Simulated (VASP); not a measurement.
The cell holds one CdF2 (fluorite) (110) slab, with vacuum along c, ions free to move until forces fall under 0.03 eV/Å, no reconstruction beyond this cell, dipole correction on. Ionisation potential and electron affinity count from the cell's own band edges, surface states included.

Consider the following.

```
CdF2
1.0
    3.81811     0.00000     0.00000
    0.00000     5.39962     0.00000
    0.00000     0.00000    26.48110
F Cd
12 6
Direct
  0.00000   0.26349   0.31804
  0.00000   0.73651   0.31804
  0.50000   0.24552   0.39291
  0.00000   0.24982   0.46310
  0.00000   0.75018   0.46310
  0.50000   0.75448   0.39291
  0.50000   0.25018   0.53690
  0.00000   0.25448   0.60709
  0.00000   0.74552   0.60709
  0.50000   0.74982   0.53690
  0.50000   0.23651   0.68196
  0.50000   0.76349   0.68196
  0.50000   0.50000   0.32537
  0.00000   0.00000   0.38810
  0.50000   0.50000   0.46556
  0.00000   0.00000   0.53444
  0.50000   0.50000   0.61190
  0.00000   0.00000   0.67463
```

The numbers are results of PBEsol GGA, VASP's PBE PAW potentials (set 64) (plane waves; VASP), not measurements. Numerical set-up: 450 eV cut-off, 5×4×1 Γ-centred mesh, Gaussian smearing of 0.050 eV, potentials F Cd.

Slab and bulk use different k-meshes, so the surface energy is good to a few per cent at best.

| Property | Result |
|---|---|
| surface energy | 37 meV/Å² |
| ionisation potential | 7.38 eV |
| electron affinity | 4.62 eV |

The cell is a thin slab with vacuum, built from CdF2 (fluorite): (110) face.
